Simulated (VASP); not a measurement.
A convergence study with VASP on Cu2O (cuprite): a few settings are varied, all else stays as given below, so the limit is that of these other settings. The cell's lengths are 1 % over those of the tabulated start and one atom is moved, so it is off equilibrium.

```yaml
crystal:
  lattice:
    - [4.31270, 0.00000, 0.00000]
    - [0.00000, 4.31270, 0.00000]
    - [0.00000, 0.00000, 4.31270]
  atoms:
    - { symbol: Cu, position: [0.75000, 0.25000, 0.75000] }
    - { symbol: Cu, position: [0.25000, 0.75000, 0.75000] }
    - { symbol: Cu, position: [0.75000, 0.75000, 0.25000] }
    - { symbol: Cu, position: [0.25000, 0.25000, 0.25000] }
    - { symbol: O, position: [0.00000, 0.00000, 0.00000] }
    - { symbol: O, position: [0.51405, 0.50000, 0.50000] }
```

Method: PBEsol GGA, VASP's PBE PAW potentials (set 64) (plane waves; VASP). The last row used: 700 eV cut-off, 4×4×4 Γ-centred mesh, Gaussian smearing of 0.050 eV, potentials Cu O.

| setting | E (eV/atom) | pressure (GPa) | largest force (eV/Å) | electronic steps |
|---|---|---|---|---|
| ALGO = Normal, EDIFF = 1E-2 | -4.9745 | -3.68 | 0.964 | 11 |
| ALGO = Normal, EDIFF = 1E-3 | -4.9745 | 0.14 | 0.906 | 12 |
| ALGO = Normal, EDIFF = 1E-4 | -4.9744 | -7.51 | 0.904 | 14 |
| ALGO = Normal, EDIFF = 1E-5 | -4.9744 | -6.87 | 0.909 | 15 |
| ALGO = Normal, EDIFF = 1E-6 | -4.9744 | -6.21 | 0.911 | 17 |
| ALGO = Normal, EDIFF = 1E-8 | -4.9744 | -6.28 | 0.910 | 20 |
| ALGO = Normal, EDIFF = 1E-9 | -4.9744 | -6.29 | 0.910 | 21 |
| ALGO = Fast, EDIFF = 1E-2 | -4.9747 | -3.76 | 0.921 | 11 |
| ALGO = Fast, EDIFF = 1E-3 | -4.9745 | -6.66 | 0.911 | 13 |
| ALGO = Fast, EDIFF = 1E-4 | -4.9744 | -6.36 | 0.909 | 15 |
| ALGO = Fast, EDIFF = 1E-5 | -4.9744 | -6.26 | 0.909 | 16 |
| ALGO = Fast, EDIFF = 1E-6 | -4.9744 | -6.30 | 0.909 | 17 |
| ALGO = Fast, EDIFF = 1E-7 | -4.9744 | -6.29 | 0.910 | 18 |
| ALGO = Fast, EDIFF = 1E-8 | -4.9744 | -6.29 | 0.910 | 21 |
| ALGO = Fast, EDIFF = 1E-9 | -4.9744 | -6.29 | 0.910 | 24 |
| ALGO = All, EDIFF = 1E-2 | -4.9742 | -7.62 | 0.906 | 14 |
| ALGO = All, EDIFF = 1E-3 | -4.9744 | -6.61 | 0.900 | 16 |
| ALGO = All, EDIFF = 1E-4 | -4.9744 | -6.19 | 0.908 | 18 |
| ALGO = All, EDIFF = 1E-5 | -4.9744 | -6.24 | 0.910 | 20 |
| ALGO = All, EDIFF = 1E-6 | -4.9744 | -6.29 | 0.910 | 22 |
| ALGO = All, EDIFF = 1E-7 | -4.9744 | -6.30 | 0.910 | 24 |
| ALGO = All, EDIFF = 1E-8 | -4.9744 | -6.30 | 0.910 | 26 |
| ALGO = All, EDIFF = 1E-9 | -4.9744 | -6.29 | 0.910 | 28 |

Left out are rungs that failed or repeat a setting and relaxations that didn't move; long series are thinned to 24 rows.

The compound is Cu2O in the cuprite structure. The cell was not relaxed at this level, it is distorted from the ideal structure.
